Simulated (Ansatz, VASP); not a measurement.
Two plane-wave programs on CuGe

INCAR

```
SYSTEM = CuGe
PREC = Accurate
ENCUT = 600
EDIFF = 1E-7
ISMEAR = 0
SIGMA = 0.1
LREAL = .FALSE.
LASPH = .TRUE.
NELM = 80
ALGO = Normal
ISIF = 3
LWAVE = .FALSE.
LCHARG = .FALSE.
GGA = PE
IBRION = 2
NSW = 90
EDIFFG = -0.04
```

Contents of KPOINTS:

```
regular mesh
0
G
  6 6 6
  0 0 0
```

The input POSCAR:

```
CuGe
1.0
    2.8928657300      0.0000000000      0.0000000000
    0.0000000000      2.8928657300      0.0000000000
    0.0000000000      0.0000000000      3.6182643053
Cu Ge
1 1
Direct
    0.5000000000      0.5000000000      0.5000000000
    0.0000000000      0.0000000000      0.0000000000
```

Input for Ansatz:

```yaml
crystal:
  lattice:
    - [2.89286573, 0.0, 0.0]
    - [0.0, 2.89286573, 0.0]
    - [0.0, 0.0, 3.6182643053]
  atoms:
    - { symbol: Cu, position: [0.5, 0.5, 0.5] }
    - { symbol: Ge, position: [0.0, 0.0, 0.0] }
basis:
  ecutwfc: 420
kpoints:
  mp_grid: { grid: [6, 6, 6] }
hamiltonian:
  xc: pbe
scf:
  occupations: { method: gaussian, width: 0.1 }
  lower_state_search: "off"
output:
  forces: true
  stress: true
  eigenvalues: true
relax:
  adjacent_minimum: "off"
  f_tol: 0.04
  max_steps: 70
  cell: { stress_tol: 0.4 }
```

Alike in both runs: task relaxation of cell and atoms; functional PBE; k mesh 6 × 6 × 6; occupations gaussian, width 0.1 eV; no spin polarisation.

```csv
,VASP,Ansatz
version,VASP 6.6.1,Ansatz 0.2.0
potentials or method,"VASP PAW PBE potentials, release 64 (Cu, Ge_d)","scalar-relativistic, plane waves, PAW"
plane-wave cutoff (eV),600,420
valence electrons in the cell,25,33
```

```csv
,VASP,Ansatz,Ansatz less VASP
"gap on the k mesh at the Fermi level, each at its own relaxed structure (eV)",none,none,-
relaxed volume (Å³/atom),15.11,15.08,-0.032
relaxed cell length with the largest relative difference (Å),3.813,3.805,-0.0077
energy change over the relaxation (meV/atom),-12,-11,+0.6
```

A gap of «none» marks a metal or a gap that the smearing closes. The two sets of potentials don't hold the same shells in valence.

Caveats: the k mesh is coarse (spacing up to 0.36 Å⁻¹), so the values aren't converged.
